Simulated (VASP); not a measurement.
OSZICAR of a VASP run on Co (relaxed from the diamond structure, space group Fd-3m):

### OSZICAR
```
       N       E                     dE             d eps       ncg     rms          rms(c)
DAV:   1     0.841369522236E+02    0.84137E+02   -0.73800E+03  1872   0.148E+03
DAV:   2    -0.116481613268E+02   -0.95785E+02   -0.88439E+02  1877   0.273E+02
DAV:   3    -0.145485348816E+02   -0.29004E+01   -0.28058E+01  2128   0.659E+01
DAV:   4    -0.146036903988E+02   -0.55156E-01   -0.54654E-01  2376   0.757E+00
DAV:   5    -0.146050655057E+02   -0.13751E-02   -0.13751E-02  2286   0.116E+00    0.126E+01
DAV:   6    -0.134723560983E+02    0.11327E+01   -0.22794E+01  1910   0.873E+01    0.677E+00
DAV:   7    -0.126742285809E+02    0.79813E+00   -0.40962E+00  1897   0.370E+01    0.169E+00
DAV:   8    -0.126479824651E+02    0.26246E-01   -0.30789E-02  2247   0.246E+00    0.652E-01
DAV:   9    -0.126425682537E+02    0.54142E-02   -0.51591E-03  2689   0.103E+00    0.102E-01
DAV:  10    -0.126425416719E+02    0.26582E-04   -0.22159E-04  1984   0.245E-01    0.320E-02
DAV:  11    -0.126425420394E+02   -0.36747E-06   -0.92483E-06  2487   0.472E-02
   1 F= -.12642542E+02 E0= -.12642273E+02  d E =-.126425E+02
       N       E                     dE             d eps       ncg     rms          rms(c)
DAV:   1    -0.126435206843E+02   -0.97901E-03   -0.13963E-02  1887   0.214E+00    0.249E-01
DAV:   2    -0.126429530670E+02    0.56762E-03   -0.10139E-02  1882   0.179E+00    0.134E-01
DAV:   3    -0.126425325832E+02    0.42048E-03   -0.20538E-03  1882   0.837E-01    0.343E-02
DAV:   4    -0.126425055541E+02    0.27029E-04   -0.16121E-05  2525   0.441E-02    0.265E-03
DAV:   5    -0.126425058592E+02   -0.30510E-06   -0.75325E-07  1337   0.110E-02
   2 F= -.12642506E+02 E0= -.12642236E+02  d E =0.361801E-04
       N       E                     dE             d eps       ncg     rms          rms(c)
DAV:   1    -0.126431427743E+02   -0.63722E-03   -0.83177E-03  1877   0.165E+00    0.193E-01
DAV:   2    -0.126428148788E+02    0.32790E-03   -0.61293E-03  1882   0.139E+00    0.104E-01
DAV:   3    -0.126425572113E+02    0.25767E-03   -0.12328E-03  1872   0.650E-01    0.260E-02
DAV:   4    -0.126425428862E+02    0.14325E-04   -0.91374E-06  2305   0.330E-02    0.263E-03
DAV:   5    -0.126425427253E+02    0.16091E-06   -0.61243E-07  1131   0.108E-02
   3 F= -.12642543E+02 E0= -.12642273E+02  d E =-.685923E-06
```

Which electronic solver shows in the log?

It is blocked Davidson (ALGO = Normal, or the opening steps of other solvers). The INCAR had ALGO = Normal.

How was spin treated?

Without spin polarisation: there is no mag entry.

Can the final energy be trusted as converged?

The run converged. It stopped with EDIFF = 1E-6, NELM = 100, NSW = 60 and EDIFFG = -0.01 after 3 ionic steps (PBEsol GGA, plane waves, VASP's PBE PAW potentials (set 64)).

The structure was generated: Co was put into the diamond type (Fd-3m), which need not be its known phase. This run relaxes it. Symmetry was kept, so distortions that lower it aren't found. The start is the result of an earlier pass. The run is not spin-polarised, so no magnetic state was tried.
